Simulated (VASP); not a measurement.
Runs of VASP 6.6.1 on InF. The structure is cubic, space group Pm-3m (No. 221). Conventional cell: a = 3.228 Å, b = 3.228 Å, c = 3.228 Å, α = 90.00°, β = 90.00°, γ = 90.00°. In (site symmetry m-3m) is surrounded by 8 F at 2.80 Å. F (site symmetry m-3m) has 8 In at 2.80 Å as nearest neighbours. The cell comes from a database or a generator and needn't be the stable form of this composition.

```csv
cell,k mesh,smearing,mesh quality,gap on the mesh (eV),pressure (GPa)
"Pm-3m, 16.82 Å³/atom",6 × 6 × 6,gaussian 0.05 eV,not flagged,none,-0.7
"Pm-3m, 10.76 Å³/atom",6 × 6 × 6,gaussian 0.05 eV,coarse,none,80.4
"Pm-3m, 14.67 Å³/atom",14 × 14 × 14,fermi-dirac 0.15 eV,not flagged,none,(a)
"Pm-3m, 8.61 Å³/atom",6 × 6 × 6,gaussian 0.05 eV,coarse,none,210.3
```

Alike in all rows: task single point; level LDA; potentials or basis VASP PAW LDA potentials, release 64 (In_d, F); no spin polarisation; cutoff (eV) 520.

Question: Fill in the values left out.

Answer: (a) 10.1.

Caveats: some runs use coarse meshes; a pressure of tens of GPa on the cell as given is suspect, and the run, the potentials or the cell itself is likely at fault (some runs).

A k mesh can miss the band edges, and the runs leave out spin-orbit coupling on In.

A gap of «none» marks a metal or a gap under the smearing width.
